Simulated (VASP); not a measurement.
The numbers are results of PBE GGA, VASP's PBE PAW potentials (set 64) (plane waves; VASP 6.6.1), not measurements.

The input files of a VASP run:

### INCAR
```
SYSTEM=SnSe2
PREC=Accurate; ENCUT=800; LREAL=.FALSE.
LASPH=.TRUE.
EDIFF=1E-6; NELM=100; ALGO=Normal
LMAXMIX=4
ISMEAR=0; SIGMA=0.05
GGA=PE
ISIF=2
LWAVE=.FALSE.; LCHARG=.FALSE.
```

File POSCAR:
```
SnSe2
1.0
  1.9012880000  -3.2833080000   0.0000000000
  1.9012880000   3.2833080000   0.0000000000
  0.0000000000   0.0000000000   6.3106940000
Sn Se
1 2
Cartesian
  0.0000000000   0.0000000000   0.0000000000
  1.9012880000   1.0944381889   1.5776735000
  1.9835605343  -1.0944381889   4.7330205000
```

### KPOINTS
```
Automatic mesh
0
Gamma
6 6 3
0 0 0
```

POTCAR, in this order: Sn_d Se (PBE.64 set). Program: vasp_std.

The run wrote:

OSZICAR:
```
       N       E                     dE             d eps       ncg     rms          rms(c)
DAV:   1     0.232346340055E+03    0.23235E+03   -0.15832E+04  1905   0.233E+03
DAV:   2     0.165651009890E+02   -0.21578E+03   -0.21254E+03  1992   0.483E+02
DAV:   3    -0.110595510432E+02   -0.27625E+02   -0.26832E+02  2422   0.140E+02
DAV:   4    -0.120291035965E+02   -0.96955E+00   -0.96833E+00  2348   0.269E+01
DAV:   5    -0.120481274017E+02   -0.19024E-01   -0.19019E-01  3007   0.396E+00    0.508E+00
DAV:   6    -0.117979975739E+02    0.25013E+00   -0.61220E-01  2875   0.880E+00    0.329E+00
DAV:   7    -0.117787060509E+02    0.19292E-01   -0.16471E-01  2368   0.293E+00    0.998E-01
DAV:   8    -0.117786668623E+02    0.39189E-04   -0.13046E-02  2406   0.118E+00    0.279E-01
DAV:   9    -0.117791612191E+02   -0.49436E-03   -0.14862E-03  2210   0.321E-01    0.832E-02
DAV:  10    -0.117791682328E+02   -0.70137E-05   -0.12944E-04  2747   0.932E-02    0.327E-02
DAV:  11    -0.117792006070E+02   -0.32374E-04   -0.54070E-05  2035   0.456E-02    0.835E-03
DAV:  12    -0.117792009324E+02   -0.32539E-06   -0.19765E-06  2273   0.129E-02
   1 F= -.11779201E+02 E0= -.11779201E+02  d E =-.386423E-13
```

**OUTCAR**
```
------------------------ aborting loop because EDIFF is reached ----------------------------------------
  FORCE on cell =-STRESS in cart. coord.  units (eV):
  Direction    XX          YY          ZZ          XY          YZ          ZX
  --------------------------------------------------------------------------------------
  Total        1.9789252      2.0814306      1.8072385      0.1030676      0.0215958      0.4608774
  in kB       40.2414216     42.3258672     36.7501740      2.0958788      0.4391503      9.3719368
  external PRESSURE =      39.7724876 kB  Pullay stress =       0.0000000 kB
  volume of cell :       78.79
      direct lattice vectors                 reciprocal lattice vectors
     1.901288000 -3.283308000  0.000000000     0.262979622 -0.152285439  0.000000000
     1.901288000  3.283308000  0.000000000     0.262979622  0.152285439  0.000000000
     0.000000000  0.000000000  6.310694000     0.000000000  0.000000000  0.158461177
 POSITION                                       TOTAL-FORCE (eV/Angst)
 -----------------------------------------------------------------------------------
      0.00000      0.00000      0.00000         0.240411      0.030979      0.036841
      1.90129      1.09444      1.57767         0.048918     -0.009245      0.335211
      1.98356     -1.09444      4.73302        -0.289329     -0.021734     -0.372052
 -----------------------------------------------------------------------------------
    total drift:                                0.000057      0.000001      0.000006
  FREE ENERGIE OF THE ION-ELECTRON SYSTEM (eV)
  ---------------------------------------------------
  free  energy   TOTEN  =       -11.7792009324 eV

  energy  without entropy=      -11.7792009324  energy(sigma->0) =      -11.77920093
```
(Selected blocks of OUTCAR.)

The compound is SnSe2 in the 1T layered structure. The cell was not relaxed at this level, atoms are displaced from their ideal sites. The run is one of a series of settings (ENCUT = 800 against the base run), some of them coarse on purpose.
